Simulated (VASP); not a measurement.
A convergence study with VASP on NiSi2 (space group no. 225 when undisturbed): a few settings are varied, all else stays as given below, so the limit is that of these other settings. One atom is moved off its site, so that forces are finite.

```
NiSi2
1.0
    0.00000     2.69688     2.69688
    2.69688     0.00000     2.69688
    2.69688     2.69688     0.00000
Si Ni
2 1
Direct
  0.25000   0.25000   0.25000
  0.75000   0.75000   0.75000
  0.00927   0.00927   0.99073
```

Method: PBE GGA, VASP's PBE PAW potentials (set 64) (plane waves; VASP 6.6.1). The last row used: 300 eV cut-off, 13×13×13 Γ-centred mesh, tetrahedra with Blöchl corrections, potentials Si Ni.

| setting | E (eV/atom) | pressure (GPa) | largest force (eV/Å) | irreducible k-points |
|---|---|---|---|---|
| 5×5×5 mesh | -5.7655 | 2.58 | 0.521 | 18 |
| 6×6×6 mesh | -5.7741 | 3.57 | 0.483 | 30 |
| 7×7×7 mesh | -5.7791 | 3.86 | 0.486 | 40 |
| 8×8×8 mesh | -5.7811 | 4.13 | 0.511 | 59 |
| 10×10×10 mesh | -5.7788 | 3.90 | 0.521 | 102 |
| 13×13×13 mesh | -5.7786 | 4.08 | 0.517 | 196 |

Left out are rungs that failed or repeat a setting and relaxations that didn't move; long series are thinned to 24 rows.

The structure is a typed NiSi2 crystal (space group no. 225). The cell was not relaxed at this level, it is distorted from the ideal structure. The run is not spin-polarised, so no magnetic state was tried.
